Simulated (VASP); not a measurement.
# YSi₂ (relaxed from the MoSi2 structure, space group I4/mmm): computed properties

Level of theory: PBEsol GGA, VASP's PBE PAW potentials (set 64) (plane waves; VASP).

```
Quantity                                                                       Value
----------------------------------  ------------------------------------------------
space group                                                             I4/mmm (139)
cell                                a = b = 3.344 Å, c = 9.892 Å, α = β = γ = 90.00°
volume per atom                                                        18.44 Å³/atom
band gap (over mesh and band path)          none (metal, semimetal or under 0.01 eV)
density                                                                   4.36 g/cm³
```

Space group I4/mmm (No. 139); a = 3.344 Å, b = 3.344 Å, c = 9.892 Å, α = 90.00°, β = 90.00°, γ = 90.00°

| atom | site | symmetry | x | y | z |
|---|---|---|---|---|---|
| Y | 2a | 4/mmm | 0.0000 | 0.0000 | 0.0000 |
| Si | 4e | 4mm | 0.0000 | 0.0000 | 0.2978 |
(The calculation used a cell of 3 atoms; values per cell refer to that cell.)

The structure was generated: YSi2 was put into the MoSi2 type (I4/mmm), which need not be its known phase. It was relaxed first. Symmetry was kept, so distortions that lower it aren't found. The electron count is odd and the run is not spin-polarised, which forces a metal.
